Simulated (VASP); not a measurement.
Here is the system:

```yaml
crystal:
  lattice:
    - [4.39940, -2.43981, 0.00112]
    - [4.39940, 2.43981, 0.00112]
    - [3.04532, 0.00000, 4.00417]
  atoms:
    - { symbol: B, position: [0.01058, 0.65387, 0.01058] }
    - { symbol: B, position: [0.01058, 0.01058, 0.65387] }
    - { symbol: B, position: [0.65387, 0.01058, 0.01058] }
    - { symbol: B, position: [0.98942, 0.34613, 0.98942] }
    - { symbol: B, position: [0.98942, 0.98942, 0.34613] }
    - { symbol: B, position: [0.34613, 0.98942, 0.98942] }
    - { symbol: B, position: [0.22173, 0.62962, 0.22173] }
    - { symbol: B, position: [0.22173, 0.22173, 0.62962] }
    - { symbol: B, position: [0.62962, 0.22173, 0.22173] }
    - { symbol: B, position: [0.77827, 0.37038, 0.77827] }
    - { symbol: B, position: [0.77827, 0.77827, 0.37038] }
    - { symbol: B, position: [0.37038, 0.77827, 0.77827] }
```

Method: PBEsol GGA, VASP's PBE PAW potentials (set 64) (plane waves; VASP). Run with 520 eV cut-off, 10×10×10 Γ-centred mesh, Gaussian smearing of 0.010 eV, potentials B.

Task: Estimate the energy per atom (σ→0), band gap (on the k-mesh) with the smallest direct gap where there is one.

Result: 
```json
{
  "band gap (on the k-mesh)": "1.32 eV",
  "smallest direct gap (on the k-mesh)": "1.66 eV",
  "energy per atom (σ→0)": "-7.039 eV/atom"
}
```

The absolute energy has meaning only against runs of the same code, potentials and settings.

The compound is B in the alpha structure. It was relaxed first.
